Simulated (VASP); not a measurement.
Level of theory: PBEsol GGA, VASP's PBE PAW potentials (set 64) (plane waves; VASP 6.6.1).

Input for VASP

**KPOINTS**
```
K-points
0
gamma
 7 7 7
0 0 0
```

**INCAR**
```
SYSTEM = MnS
PREC = Accurate; ENCUT = 520; LREAL = .FALSE.
LASPH = .TRUE.
EDIFF = 1E-6; NELM = 100; ALGO = Normal
LMAXMIX = 4
ISMEAR = 0; SIGMA = 0.05
GGA = PS
MAGMOM = 5.0 -5.0 2*0.0
ISPIN = 2
IBRION = 2; NSW = 60; ISIF = 3
EDIFFG = -0.02
LWAVE = .FALSE.; LCHARG = .FALSE.; LORBIT = 10
```

**POSCAR**
```
MnS
1.0
  5.0319655988   2.5097811639   2.5097811639
  2.5097811639   5.0319655988   2.5097811639
  2.5097811639   2.5097811639   5.0319655988
Mn S
2 2
Cartesian
  0.0000000000   0.0000000000   0.0000000000
  5.0257639633   5.0257639633   5.0257639633
  2.5128819817   2.5128819817   2.5128819817
  7.5386459450   7.5386459450   7.5386459450
```

POTCAR, in this order: Mn_pv S (PBE.64 set). Program: vasp_std.

Task: What will the output report for the number of irreducible k-points (NKPTS), largest plane-wave count, number of space-group operations, FFT grid (NGX, NGY, NGZ)?

Result: 
| Property | Value |
|---|---|
| number of irreducible k-points (NKPTS) | 44 |
| largest plane-wave count | 1746 |
| number of space-group operations | 12 |
| FFT grid (NGX, NGY, NGZ) | 48 × 48 × 48 |

The compound is MnS in the rock salt, AFM-II order structure. It was relaxed first, which changed the volume by -10 %. The start is the result of an earlier pass.
